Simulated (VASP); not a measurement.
The input files of a VASP run:

**INCAR**
```
SYSTEM = NbC
PREC = Accurate
ENCUT = 400
EDIFF = 1E-6
NELM = 100
ALGO = Normal
LREAL = .FALSE.
LASPH = .TRUE.
ISMEAR = -1
SIGMA = 0.1
LMAXMIX = 4
LWAVE = .FALSE.
LCHARG = .FALSE.
ISIF = 2
```

POSCAR:
```
NbC
1
    0.0000000000     2.2350000000     2.2350000000
    2.2350000000     0.0000000000     2.2350000000
    2.2350000000     2.2350000000     0.0000000000
Nb C
1 1
Direct
  0.0000000000   0.0000000000   0.0000000000
  0.5000000000   0.5000000000   0.5000000000
```

File KPOINTS:
```
Automatic mesh
0
Gamma
13 13 13
0 0 0
```

POTCAR, in this order: Nb_sv C (LDA.64 set). Program: vasp_std.

Write an equivalent input for Quantum ESPRESSO's pw.x.

One equivalent input (not run):
```
&CONTROL
  calculation = 'scf'
  pseudo_dir = './pseudo'
  outdir = './out'
  tprnfor = .true.
  tstress = .true.
/
&SYSTEM
  ibrav = 0
  nat = 2
  ntyp = 2
  ecutwfc = 82
  occupations = 'smearing'
  smearing = 'fermi-dirac'
  degauss = 0.00735
  input_dft = 'pz'
/
&ELECTRONS
  conv_thr = 7.3e-08
  electron_maxstep = 100
/
ATOMIC_SPECIES
  Nb 92.906 Nb.upf
  C 12.011 C.upf
CELL_PARAMETERS angstrom
     0.0000000    2.2350000    2.2350000
     2.2350000    0.0000000    2.2350000
     2.2350000    2.2350000    0.0000000
ATOMIC_POSITIONS crystal
  Nb   0.0000000  0.0000000  0.0000000
  C    0.5000000  0.5000000  0.5000000
K_POINTS automatic
  13 13 13 0 0 0
```
What does not carry over: the potentials are each code's own (VASP's PAW set, PseudoDojo norm-conserving files in pw.x), so ENCUT and ecutwfc are chosen apart and not converted; conv_thr bounds pw.x's estimated SCF error, while EDIFF bounds the energy change between steps.

The structure is a typed NbC crystal. The cell was not relaxed at this level.
